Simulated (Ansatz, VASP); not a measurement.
## Cross-check of Rb2Pt between VASP and Ansatz

Wanted: the spread between two codes on one cell, functional and k mesh. The cell is generated by rule, not measured, and may not be a known phase. The cell is taken from a series of runs on this material, whose earlier steps may have relaxed, scaled, displaced or heated it; both programs get it as it stands.

Main program and level: Ansatz 0.2.0; plane waves, with VASP 6.6.1 beside it; relaxation of cell and atoms at LDA.

## (1) Starting point

It takes space group P6/mmm (No. 191, hexagonal). Conventional cell: a = 5.369 Å, b = 5.369 Å, c = 3.242 Å, α = 90.00°, β = 90.00°, γ = 120.00°. Rb has 5 Rb at 3.10 to 3.24 Å and 6 Pt at 3.50 Å nearest. Nearest to Pt lie 2 Pt at 3.24 Å and 12 Rb at 3.50 Å. Farther neighbours are not listed.

## (2) Ansatz: relaxation of cell and atoms, LDA, pair 1

Ansatz runs on norm-conserving files, of PseudoDojo where its log says so.

The relaxed volume is the usual yardstick between codes: in a stiff, nearly cubic crystal its relative difference is about their pressure difference at one cell divided by the bulk modulus.

input.yaml reads:

```yaml
crystal:
  lattice:
    - [5.3692795245, -2.6365e-06, 0.0]
    - [-2.684637479, 4.6499337865, 0.0]
    - [0.0, 0.0, 3.2418286801]
  atoms:
    - { symbol: Rb, position: [0.3333333333, 0.6666666667, 0.5] }
    - { symbol: Rb, position: [0.6666666667, 0.3333333333, 0.5] }
    - { symbol: Pt, position: [0.0, 0.0, 0.0] }
kpoints:
  mp_grid: { grid: [9, 9, 14] }
hamiltonian:
  xc: lda
  pseudopotentials: { kind: nc }
scf:
  occupations: { method: gaussian, width: 0.1 }
output:
  forces: true
  stress: true
  eigenvalues: true
relax:
  adjacent_minimum: "off"
  f_tol: 0.005
  max_steps: 80
  cell: { stress_tol: 0.05 }
```

Started as:

```bash
$ ansatz run input.yaml --threads 8 --pin off --max-ram 14336MiB --backend cpu --events-out ev --progress --plain --runs-dir out
```

Numbers of over 12 decimals in the logs are rounded to 6 here.

The program printed:

```text
Engine: ansatz 0.2.0, aarch64-unknown-linux-gnu
Pseudopotentials: kind: nc
Pseudopotential: Rb, nc, valence charge 9, recommended cutoff 571.439111 eV (normal), Rb.nc.azcp (PseudoDojo's, or run here from an input of PseudoDojo's: the run reads no file of this project's for it)
Pseudopotential: Pt, nc, valence charge 18, recommended cutoff 1142.878222 eV (normal), Pt.nc.azcp (PseudoDojo's, or run here from an input of PseudoDojo's: the run reads no file of this project's for it)
Functional definition: SPW92
  exchange = slater_x
  correlation = pw_c
Crystal: 3 atoms, lattice volume = 80.938 Å³
Basis set: ecut = 1142.878222 eV, 7067 PW (Γ)
Bands: 22, of which v1, the nominal top of the filled ones, is band 18 counted from 1 (17 counted from 0)
Symmetry: 24 space group operations
Space group: P6/mmm (ITA 191), of the structure as read, at distance tolerance 4.3e-5 Å
k-points: 96 of 1134
Non-local potential: Rb, projectors of the file, l = 0: 2, l = 1: 2, l = 2: 2
Non-local potential: Pt, projectors of the file, l = 0: 2, l = 1: 2, l = 2: 2, l = 3: 2
Initial density: superposition of atomic densities (chi_scale 0.1, normalization cell, long waves kept (reshape's long-wave potential 0.00 eV rms))
Initial wavefunctions: pseudopotential atomic-orbital guess
Functional: x = slater, c = lda
SCF iter   1: F=—  HF=-5040.303801 eV  |F-HF|=—  |Δ(HF+E_count)|=         —  Δρ=2.43e-1  dr2=1.05e2  ethr=3.10e-3  ⟨swp⟩=7.5  Hψ=11884  notcnv=0
preconditioner: auto → Kerker (q_TF=auto, 2.384 Å⁻¹)  [metal: Δε(μ)=0.001 eV  Ē_g=9.713 eV  σ=0.100 eV  W_gap=0.00  n_scr=26 (ndim 8)  ℏωp=20.2 eV  f_vac=0.000  D(μ)=4.38/eV (n_scr^D=44)]
SCF iter   2: F=—  HF=-5033.414087 eV  |F-HF|=—  |Δ(HF+E_count)|=    6.89e0  Δρ=1.02e-1  dr2=1.14e1  ethr=3.10e-3  ⟨swp⟩=4.4  Hψ=8073  notcnv=0
SCF iter   3: F=—  HF=-5031.017270 eV  |F-HF|=—  |Δ(HF+E_count)|=    2.40e0  Δρ=3.53e-2  dr2=1.46e0  ethr=3.10e-3  ⟨swp⟩=3.0  Hψ=5127  notcnv=0
SCF iter   4: F=—  HF=-5030.713186 eV  |F-HF|=—  |Δ(HF+E_count)|=   3.04e-1  Δρ=5.28e-3  dr2=2.30e-2  ethr=3.10e-3  ⟨swp⟩=2.1  Hψ=3644  notcnv=0
SCF iter   5: F=—  HF=-5030.710405 eV  |F-HF|=—  |Δ(HF+E_count)|=   2.78e-3  Δρ=2.87e-3  dr2=1.30e-2  ethr=6.40e-5  ⟨swp⟩=2.2  Hψ=3329  notcnv=0
SCF iter   6: F=—  HF=-5030.708626 eV  |F-HF|=—  |Δ(HF+E_count)|=   1.78e-3  Δρ=6.94e-4  dr2=2.62e-4  ethr=3.62e-5  ⟨swp⟩=2.0  Hψ=2588  notcnv=0
SCF iter   7: F=—  HF=-5030.708624 eV  |F-HF|=—  |Δ(HF+E_count)|=   2.57e-6  Δρ=4.33e-4  dr2=4.21e-4  ethr=7.27e-7  ⟨swp⟩=2.0  Hψ=3833  notcnv=0
SCF iter   8: F=—  HF=-5030.708578 eV  |F-HF|=—  |Δ(HF+E_count)|=   4.60e-5  Δρ=2.19e-4  dr2=9.32e-5  ethr=7.27e-7  ⟨swp⟩=1.3  Hψ=2177  notcnv=0
SCF iter   9: F=—  HF=-5030.708680 eV  |F-HF|=—  |Δ(HF+E_count)|=   1.02e-4  Δρ=1.20e-4  dr2=3.03e-5  ethr=2.59e-7  ⟨swp⟩=1.0  Hψ=2113  notcnv=0
SCF iter  10: F=—  HF=-5030.708674 eV  |F-HF|=—  |Δ(HF+E_count)|=   5.55e-6  Δρ=1.64e-5  dr2=4.19e-7  ethr=8.42e-8  ⟨swp⟩=2.0  Hψ=2582  notcnv=0
SCF iter  11: F=-5030.708674 eV  HF=-5030.708674 eV  |F-HF|=1.70e-8  |Δ(HF+E_count)|=   6.46e-8  Δρ=5.80e-6  dr2=2.13e-8  ethr=2.78e-10  ⟨swp⟩=7.4  Hψ=10915  notcnv=0
SCF 1 converged in 11 iterations: F = -5030.708674 eV  dr2 = 2.13e-8
relax step   1: F+E_penalty+E_count = -5030.70867393 eV  Δ(F+E_penalty+E_count) = +0.000e0 eV  max|allowed force component| = 7.903e-18 eV/Å  Δτ_max = 0.0000 Å  P = +0.023 GPa  Ω = 80.938 Å³  (11 SCF iters, dr2 threshold 1.00e-7 eV, accepted)
[...]
relax step   2: F+E_penalty+E_count = -5030.70872307 eV  Δ(F+E_penalty+E_count) = -4.914e-5 eV  max|allowed force component| = 5.975e-18 eV/Å  Δτ_max = 0.0000 Å  P = -0.001 GPa  Ω = 80.979 Å³  energy of the carried Pulay correction = -2.538e-6 eV  (5 SCF iters, dr2 threshold 1.02e-8 eV, accepted)
[...]
relax step   3: F+E_penalty+E_count = -5030.70876636 eV  Δ(F+E_penalty+E_count) = -4.329e-5 eV  max|allowed force component| = 5.782e-18 eV/Å  Δτ_max = 0.0000 Å  P = -0.005 GPa  Ω = 80.947 Å³  energy of the carried Pulay correction = -6.174e-7 eV  (6 SCF iters, dr2 threshold 7.34e-9 eV, accepted)
[...]
relax step   4: F+E_penalty+E_count = -5030.70876778 eV  Δ(F+E_penalty+E_count) = -1.418e-6 eV  max|allowed force component| = 4.626e-18 eV/Å  Δτ_max = 0.0000 Å  P = -0.005 GPa  Ω = 80.947 Å³  stress off target by 7.31e-3 GPa  SCF on the basis re-selected at this cell (its energy is not comparable with the rows above)  (5 SCF iters)
basis re-selected at this cell: Δ(F+E_penalty+E_count) = -1.418e-6 eV, ΔP = +0.000 GPa vs the last step (what re-selecting the basis moved, of the pressure what is left beyond the Pulay correction that the steps carried, after the strain that the cell walked since its last selection, with what the two solves' SCF thresholds leave and, on support functions, any second-order correction that the steps lacked; it is no m [...]
SCF converged after 5 iterations
Free energy (F): -5030.708768 eV
Harris-Foulkes:  -5030.708768 eV  (|F-HF|=1.46e-11)
Internal energy: -5030.701972 eV  (E = F + TS)
E sigma→0 (E₀):  -5030.705370 eV
Entropy (-TS):   -0.006796 eV (-2.265 meV/atom)
Fermi energy:    10.667270 eV
--- Per-component energies (eV) ---
  E_band       = -410.829845
  E_kinetic    = 1416.763379
  E_local      = -3568.872939  (includes V_loc(G=0)·N_el)
  E_nonlocal   = 147.835274
  E_hartree    = 1172.546868
  E_xc         = -1027.653520
  E_vxc        = -751.649067  (∫ρ·V_xc dr)
  E_ewald      = -3171.321034
  E_smearing   = -0.006796  (= −TS)
  E_closure    = -0.000000  (closes the sum)
  Σ components = -5030.708768   (vs F -5030.708768, Δ=0.00e0)
--- Forces (eV/Å), atoms counted from 1 ---
  atom   1  Rb     0.00000000    -0.00000000     0.00000000
  atom   2  Rb    -0.00000000     0.00000000     0.00000000
  atom   3  Pt     0.00000000     0.00000000     0.00000000
  max |Σ_I F_I| component: 5.78e-19 eV/Å
--- Stress (GPa, compression-positive) ---
       -0.003676       0.000000       0.000000
        0.000000      -0.003676       0.000000
        0.000000       0.000000      -0.007305
  P = ⅓ Tr σ = -0.0049 GPa (-0.049 kbar)
--- Band table (eV; the first three rows and the last of 96) ---
  k-point 0: bands = [... 14 lower, 8.7704, 8.7704, 9.4930, 9.4930, 12.1367, 12.1367, 12.8899, 14.0608]
  k-point 1: bands = [... 14 lower, 8.7560, 8.7560, 9.4047, 9.4047, 12.2394, 12.2394, 13.0954, 14.3327]
  k-point 2: bands = [... 14 lower, 8.7119, 8.7119, 9.1858, 9.1858, 12.4961, 12.4961, 13.6703, 15.1146]
  k-point 95: bands = [... 14 lower, 8.3490, 8.8692, 8.8692, 11.2467, 11.6120, 11.8844, 11.8844, 14.9314]
--- Relaxed structure (3 steps of the walk, 3 accepted, 1 SCFs on fresh bases) ---
  F+E_penalty+E_count = -5030.70876778 eV   max|allowed force component| = 4.626e-18 eV/Å   (the final SCF, on the basis selected at the relaxed cell)
  cell:  # Å, volume = 80.9467 Å³
    - [5.377325, -2.6404356569315473e-6, 0.0]
    - [-2.688660, 4.656902, 0.0]
    - [0.0, 0.0, 3.232480]
  atoms:
    - { symbol: Rb, position: [0.333333, 0.666667, 0.5] }
    - { symbol: Rb, position: [0.666667, 0.333333, 0.5] }
    - { symbol: Pt, position: [0, 0, 0.0] }
```

## (3) VASP: relaxation of cell and atoms, LDA, pair 1

The same cell, functional (in two slightly different forms), mesh and smearing now go to VASP, with its own data sets.

Lines of VASP's logs that name or quote its potential files are left out, and so is its time.

INCAR reads:

```
SYSTEM = Rb2Pt
PREC = Accurate
ENCUT = 500
EDIFF = 1E-07
NELM = 120
ISMEAR = 0
SIGMA = 0.1
LREAL = .FALSE.
ALGO = Normal
GGA = CA
NBANDS = 20
LASPH = .TRUE.
LORBIT = 11
LWAVE = .FALSE.
LCHARG = .FALSE.
ISIF = 3
IBRION = 2
NSW = 80
EDIFFG = -0.005
GGA_COMPAT = .FALSE.
NELMIN = 4
KPAR = 2
```

POSCAR reads:

```
Rb2Pt
1.0
    5.3692800000     -0.0000030000      0.0000000000
   -2.6846370000      4.6499340000      0.0000000000
    0.0000000000      0.0000000000      3.2418290000
Rb Pt
2 1
Direct
    0.3333333333      0.6666666667      0.4999998458
    0.6666666667      0.3333333333      0.4999998458
    0.0000000000      0.0000000000      0.0000000000
```

KPOINTS reads:

```
Automatic mesh
0
Gamma
9 9 14
0 0 0
```

The projector-augmented-wave data sets are Rb_sv and Pt (LDA family, release 64).

Started as:

```bash
$ mpirun -np 2 vasp_std
```

The program printed:

```text
[banner, memory and clock lines left out]
running    2 mpi-ranks, on    1 nodes
 distrk:  each k-point on    1 cores,    2 groups
 distr:  one band on    1 cores,    1 groups

 POSCAR found type information on POSCAR RbPt
 POSCAR found :  2 types and       3 ions
 LDA part: xc-table for (Slater(with rela. corr.)+CA(PZ))
 , standard interpolation
 POSCAR, INCAR and KPOINTS ok, starting setup
 FFT: planning ... GRIDC
 FFT: planning ... GRID_SOFT
 FFT: planning ... GRID
 WAVECAR not read
 entering main loop
       N       E                     dE             d eps       ncg     rms          rms(c)
DAV:   1     0.154878081445E+03    0.15488E+03   -0.12934E+04  3896   0.122E+03
DAV:   2     0.272747799202E+00   -0.15461E+03   -0.14820E+03  4920   0.252E+02
DAV:   3    -0.913665939540E+01   -0.94094E+01   -0.93171E+01  5544   0.572E+01
DAV:   4    -0.945788820312E+01   -0.32123E+00   -0.32071E+00  5388   0.788E+00
DAV:   5    -0.946291975937E+01   -0.50316E-02   -0.50310E-02  5144   0.101E+00    0.714E+00
DAV:   6    -0.902293445757E+01    0.43999E+00   -0.59415E-01  4200   0.342E+00    0.516E+00
DAV:   7    -0.888325649252E+01    0.13968E+00   -0.46884E-01  5380   0.384E+00    0.168E+00
DAV:   8    -0.887116810627E+01    0.12088E-01   -0.83909E-02  4896   0.105E+00    0.728E-01
DAV:   9    -0.887083815489E+01    0.32995E-03   -0.30698E-02  4196   0.872E-01    0.271E-01
DAV:  10    -0.886910821448E+01    0.17299E-02   -0.63648E-03  4908   0.345E-01    0.507E-02
DAV:  11    -0.886912169322E+01   -0.13479E-04   -0.50553E-04  4920   0.942E-02    0.207E-02
DAV:  12    -0.886911524833E+01    0.64449E-05   -0.74082E-05  5036   0.336E-02    0.720E-03
DAV:  13    -0.886911515962E+01    0.88708E-07   -0.14045E-05  4308   0.152E-02    0.595E-03
DAV:  14    -0.886911431132E+01    0.84830E-06   -0.25952E-06  4420   0.747E-03    0.805E-04
DAV:  15    -0.886911431046E+01    0.86220E-09   -0.16870E-07  3312   0.162E-03
   1 F= -.88691143E+01 E0= -.88658694E+01  d E =-.886911E+01
[...]
2 F= -.88695537E+01 E0= -.88662238E+01  d E =-.439353E-03
[...]
3 F= -.88695765E+01 E0= -.88662206E+01  d E =-.462172E-03
[...]
4 F= -.88695817E+01 E0= -.88662095E+01  d E =-.522402E-05
 ZBRENT: can't locate minimum, use default step
 trial-energy change:   -0.000005  1 .order   -0.000005   -0.000006   -0.000005
 step:   4.2368(harm= 11.0456)  dis= 0.00000  next Energy=    -8.869605 (dE=-0.289E-04)
 bond charge predicted
       N       E                     dE             d eps       ncg     rms          rms(c)
DAV:   1    -0.886973642460E+01   -0.15470E-03   -0.80914E-03  3848   0.576E-01    0.574E-02
DAV:   2    -0.886963392087E+01    0.10250E-03   -0.28512E-04  4368   0.939E-02    0.325E-02
DAV:   3    -0.886960235481E+01    0.31566E-04   -0.61928E-05  4600   0.426E-02    0.168E-02
DAV:   4    -0.886959030745E+01    0.12047E-04   -0.35862E-05  4720   0.343E-02    0.481E-03
DAV:   5    -0.886959012905E+01    0.17840E-06   -0.15933E-06  5296   0.761E-03    0.159E-03
DAV:   6    -0.886959009980E+01    0.29248E-07   -0.10494E-07  2728   0.216E-03
   5 F= -.88695901E+01 E0= -.88661691E+01  d E =-.136176E-04
 curvature:  -2.98 expect dE=-0.529E-06 dE for cont linesearch -0.379E-06
 trial: gam=-0.13031 g(F)=  0.414E-45 g(S)=  0.177E-06 ort = 0.820E-06 (trialstep = 0.169E+01)
 search vector abs. value=  0.537E-07
 reached required accuracy - stopping structural energy minimisation
```

OUTCAR, selected parts (step 3):

```text
ion  position               nearest neighbor table
   1  0.333  0.667  0.500-   2 3.10   2 3.10   2 3.10   3 3.50   3 3.50   3 3.50   3 3.50   3 3.50
                             3 3.50   2 4.49   2 4.49   2 4.49   2 4.49   2 4.49   2 4.49
   2  0.667  0.333  0.500-   1 3.10   1 3.10   1 3.10   3 3.50   3 3.50   3 3.50   3 3.50   3 3.50
                             3 3.50   1 4.49   1 4.49   1 4.49   1 4.49   1 4.49   1 4.49
   3  0.000  0.000  0.000-   1 3.50   2 3.50   2 3.50   1 3.50   2 3.50   1 3.50   2 3.50   1 3.50
                             2 3.50   1 3.50   2 3.50   1 3.50

  LATTYP: Found a hexagonal cell.
 ALAT       =     5.3692800000
 C/A-ratio  =     0.6037735041

 Subroutine GETGRP returns: Found 24 space group operations
 (whereof 24 operations were pure point group operations)

The static configuration has the point symmetry D_6h.

 Found     96 irreducible k-points:

   k-points           NKPTS =     96   k-points in BZ     NKDIM =     96   number of bands    NBANDS=     20

   dimension x,y,z NGX =    40 NGY =   40 NGZ =   24
   dimension x,y,z NGXF=    80 NGYF=   80 NGZF=   48

   ENCUT  =  500.0 eV  36.75 Ry    6.06 a.u.   9.79  9.79  5.91*2*pi/ulx,y,z

   NELECT =      28.0000    total number of electrons

 k-points in reciprocal lattice and weights: Automatic mesh
   0.00000000  0.00000000  0.00000000       0.001
   0.11111111 -0.00000000  0.00000000       0.005
   0.22222222  0.00000000  0.00000000       0.005
   0.33333333  0.00000000  0.00000000       0.005
   0.44444444  0.00000000  0.00000000       0.005
   0.11111111  0.11111111  0.00000000       0.005
   0.22222222  0.11111111  0.00000000       0.011
   0.33333333  0.11111111  0.00000000       0.011
   0.44444444  0.11111111  0.00000000       0.005
[...]
0.33333333  0.22222222  0.50000000       0.011
   0.33333333  0.33333333  0.50000000       0.002

 average (electrostatic) potential at core
       1 -35.6738       2 -35.6738       3 -68.8821

 E-fermi :   3.9529

 k-point     1 :       0.0000    0.0000    0.0000
  band No.  band energies     occupation
    ...
     10       1.2454      2.00000
     11       2.0504      2.00000
     12       2.0504      2.00000
     13       2.7688      2.00000
     14       2.7688      2.00000
     15       5.4227      0.00000
     16       5.4227      0.00000
     17       6.1626      0.00000
     18       7.3258      0.00000
     19       9.0932      0.00000
    ...

 k-point     2 :       0.1111   -0.0000    0.0000
  band No.  band energies     occupation
    ...
     10       1.2665      2.00000
     11       2.0094      2.00000
     12       2.0401      2.00000
     13       2.7660      2.00000
     14       2.7724      2.00000
     15       5.0067      0.00000
     16       5.4664      0.00000
     17       6.2913      0.00000
     18       7.2338      0.00000
     19       8.9518      0.00000
    ...

 k-point     3 :       0.2222    0.0000    0.0000
  band No.  band energies     occupation
    ...
     10       1.3383      2.00000
     11       1.8923      2.00000
     12       2.0161      2.00000
     13       2.7590      2.00000
     14       2.7828      2.00000
     15       4.3162      0.00000
     16       5.5707      0.00000
     17       6.4803      0.00000
     18       7.0025      0.00000
     19       8.6441      0.00000
    ...

  Total       -0.0003702     -0.0003702     -0.0032807     -0.0000000     -0.0000000     -0.0000000
  in kB       -0.0072781     -0.0072781     -0.0645002     -0.0000000     -0.0000000     -0.0000000
  external PRESSURE =      -0.0263521 kB  Pullay stress =       0.0000000 kB

  energy-cutoff  :      500.00
  volume of cell :       81.49
      direct lattice vectors                 reciprocal lattice vectors
     5.386994086 -0.000003008 -0.000000000     0.185632341  0.107174736  0.000000000
    -2.693494032  4.665274849  0.000000000     0.000000120  0.214349712  0.000000000
     0.000000000 -0.000000000  3.242602026     0.000000000 -0.000000000  0.308394306

 POSITION                                       TOTAL-FORCE (eV/Angst)
 -----------------------------------------------------------------------------------
      0.00000      3.11018      1.62130         0.000000      0.000000      0.000000
      2.69350      1.55509      1.62130        -0.000000     -0.000000      0.000000
      0.00000     -0.00000     -0.00000         0.000000      0.000000      0.000000
 -----------------------------------------------------------------------------------
    total drift:                                0.000000     -0.000000      0.000570

  FREE ENERGIE OF THE ION-ELECTRON SYSTEM (eV)
  ---------------------------------------------------
  free  energy   TOTEN  =        -8.8695900998 eV

  energy  without entropy=       -8.8627481478  energy(sigma->0) =       -8.86616912

 reached required accuracy - stopping structural energy minimisation

 total charge
# of ion       s       p       d       tot
------------------------------------------
    1        1.963   5.304   0.075   7.342
    2        1.963   5.304   0.075   7.342
    3        0.758   0.119   8.200   9.078
--------------------------------------------------
tot          4.684  10.727   8.350  23.761

[... 3 further parts left out ...]
```

The run keeps the 24 symmetry operations of its start, so it cannot find a distortion of lower symmetry.

## (4) Differences

Known differences besides the potentials themselves: the two LDA forms differ slightly; the data sets hold 36 valence electrons in Ansatz (on norm-conserving files, of PseudoDojo where its log says so) and 28 in VASP; the cutoff is 1142.88 eV in Ansatz and 500 eV in VASP; VASP's log shows a relativistic correction to its local exchange, Ansatz's none; Ansatz adds a Pulay correction to the stress that steers its cell, VASP none. Total energies have different zeros and are not compared.

Both answers:

| quantity | Ansatz | VASP | difference |
| --- | --- | --- | --- |
| volume (Å³) | 80.95 | 81.49 | -0.67 % |
| edge a after relaxation, in the typed setting (Å) | 5.377 | 5.387 | -0.18 % |
| edge c after relaxation, in the typed setting (Å) | 3.232 | 3.243 | -0.31 % |

[end of part 1 of 2]

[Lines on the potential files, build, host, timing and source positions are cut from VASP's logs without a mark.]

[Logs are printed without paths, hosts, clocks, repeated set-up lines and the standing remarks that a program may print on its own settings, such as how far it seeks lower states.]

[Hosts, paths, dates, database ids (printed as entryN), source tags and the programs' standing remarks are cut or masked in the printed files.]
